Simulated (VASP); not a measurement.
VASP runs on CdO (rock salt) share one base input (PBE GGA, plane waves, VASP's PBE PAW potentials (set 64)) and change the settings named in each case.

File KPOINTS:
```
K-points
0
G
  9 9 9
```

INCAR:
```
LASPH  =  .TRUE.
EDIFF  =  1E-6
LCHARG  =  .FALSE.
PREC  =  Accurate
LWAVE  =  .FALSE.
ISIF  =  2   # forces and stress, cell fixed
LMAXMIX  =  4
NELM  =  100   # most electronic steps
LREAL  =  .FALSE.
ENCUT  =  520   # plane-wave cut-off (eV)
SIGMA  =  0.05   # width (eV)
ALGO  =  Normal
SYSTEM  =  CdO
GGA  =  PE   # PBE
ISMEAR  =  0
```

File POSCAR:
```
CdO
1
    0.0000000000     2.3500000000     2.3500000000
    2.3500000000     0.0000000000     2.3500000000
    2.3500000000     2.3500000000     0.0000000000
Cd O
1 1
Direct
  0.0000000000   0.0000000000   0.0000000000
  0.5000000000   0.5000000000   0.5000000000
```

POTCAR, in this order: Cd O (PBE.64 set). Program: vasp_std.

```
change     E(σ→0) (eV/atom)  pressure (GPa)
---------  ----------------  --------------
base run            -3.8487            7.51
GGA = RP            -3.4352           12.07
GGA = RE            -3.4923      (withheld)
GGA = PS            -4.2521            0.65
IVDW = 11           -4.0768            5.42
```

**Question.** Some entries are withheld; supply them.

**Answer.** 
- GGA = RE, pressure (GPa): 10.82

Energies of different potentials or functionals have different zeros.

Left out are runs that ran out of time, are held back, or changed the cell or the kind of run, fixed moments of cells without a moment, rows past the twelfth, gaps on odd meshes, pressures of charged cells and columns that move by less than the noise.

The compound is CdO in the rock salt structure. The cell was not relaxed at this level.
